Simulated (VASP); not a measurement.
```
CELL_PARAMETERS angstrom
      2.29500    -3.97506     0.00000
      2.29500     3.97506     0.00000
      0.00000     0.00000     7.51000
ATOMIC_POSITIONS crystal
  Ag 0.66667 0.33333 0.50000
  Ag 0.33333 0.66667 0.00000
  I  0.66667 0.33333 0.87500
  I  0.33333 0.66667 0.37500
```

The base run (VASP): PBE GGA, plane waves, VASP's PBE PAW potentials (set 64). Run with 400 eV cut-off, 6×6×3 Γ-centred mesh, Gaussian smearing of 0.050 eV, potentials Ag I.

One setting is varied; ΔE counts from the base run. The base run took about 20 core-seconds. The timings are rough (shared machines, no repeats); factors under 2 mean little.

Pressures at a finite cut-off, here 400 eV, hold a Pulay part, which wasn't tested here.

```csv
setting,cost over the base run,electronic steps,ΔE (meV/atom),pressure (GPa)
KPOINTS 2×2×1 Monkhorst-Pack mesh,about 1/3,14,-73.3,1.09
KPOINTS 3×3×2 Monkhorst-Pack mesh,about 1/2,15,23.2,2.01
KPOINTS 5×5×2 Monkhorst-Pack mesh,within a factor of 2,14,0.6,1.71
base run,reference,14,0.0,1.69
KPOINTS 7×7×4 Monkhorst-Pack mesh,within a factor of 2,14,-0.4,1.68
```

Left out are runs that failed, have no time on record or changed the cell.

The compound is AgI in the wurtzite structure. The cell was not relaxed at this level.
